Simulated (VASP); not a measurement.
VGa (space group P-6m2): computed properties

The numbers are results of PBEsol GGA, VASP's PBE PAW potentials (set 64) (plane waves; VASP), not measurements.

```yaml
space_group: P-6m2 (187)
cell: a = b = 2.736 Å, c = 4.284 Å, α = β = 90.00°, γ = 120.00°
volume_per_atom: 13.89 Å³/atom
band gap (over mesh and band path): none (metal, semimetal or under 0.01 eV)
density: 7.21 g/cm³
```

```
GaV
1.0
    2.73621     0.00000     0.00000
   -1.36810     2.36962     0.00000
    0.00000     0.00000     4.28422
V Ga
1 1
Direct
  0.00000   0.00000   0.00000
  0.33333   0.66667   0.50000
```

The structure comes from a computed database's VGa entry (P-6m2); how it stands against other phases isn't given here. It was relaxed first. Symmetry was kept, so distortions that lower it aren't found. The run is not spin-polarised, so no magnetic state was tried.
